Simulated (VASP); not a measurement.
The system is Ba2Tl5V3O12.

```
CELL_PARAMETERS angstrom
8.15421 0.00000 0.00000
-4.07711 7.06176 0.00000
0.00000 0.00000 6.92128
ATOMIC_POSITIONS crystal
Ba 0.00000 0.00000 0.23552
Ba 0.00000 0.00000 0.76448
V 0.50000 0.00000 0.00000
V 0.00000 0.50000 0.00000
V 0.50000 0.50000 0.00000
Tl 0.50000 0.00000 0.50000
Tl 0.00000 0.50000 0.50000
Tl 0.50000 0.50000 0.50000
Tl 0.33333 0.66667 0.22489
Tl 0.66667 0.33333 0.77511
O 0.33890 0.34334 0.81444
O 0.65666 0.99556 0.81444
O 0.00444 0.66110 0.81444
O 0.34334 0.33890 0.18556
O 0.99556 0.65666 0.18556
O 0.66110 0.00444 0.18556
O 0.66110 0.65666 0.18556
O 0.34334 0.00444 0.18556
O 0.99556 0.33890 0.18556
O 0.65666 0.66110 0.81444
O 0.00444 0.34334 0.81444
O 0.33890 0.99556 0.81444
```

The cell was built by a generator and needn't be a form met in nature.

Base run:

* Program: VASP 6.6.1
* Functional: PBE
* Potentials or basis: VASP PAW PBE potentials, release 64 (Ba_sv, V_sv, Tl_d, O)
* Cutoff: 520 eV
* k mesh: 4 × 4 × 4
* Occupations: fermi-dirac, width 0.05 eV
* Spin: collinear spin, ferromagnetic start
* Starting moments: [0.0, 0.0, 2.0, 2.0, 2.0, 0.0, 0.0, 0.0, 0.0, 0.0, 0.0, 0.0, 0.0, 0.0, 0.0, 0.0, 0.0, 0.0, 0.0, 0.0, 0.0, 0.0] μB

Its results: band gap on the k mesh none (metal or under the smearing width); pressure 0.7 GPa; net moment 0.00 μB per cell; largest force 0.109 eV/Å.

Problem. The run is repeated on the same cell with these changes: dispersion from none to TS. What comes out?

Solution. Band gap on the k mesh none (metal or under the smearing width); pressure -1.8 GPa; net moment 0.00 μB per cell; largest force 0.371 eV/Å.

Dispersion adds attraction, which lowers the pressure at fixed volume.

Caveats: semilocal functionals often make such compounds metallic where correlation or magnetic order opens a gap, which also shifts bond lengths; atom-pairwise D2, TS and ULG terms overbind metals (some runs); pairwise dispersion overbinds metals, which lowers pressure and volume (some runs).
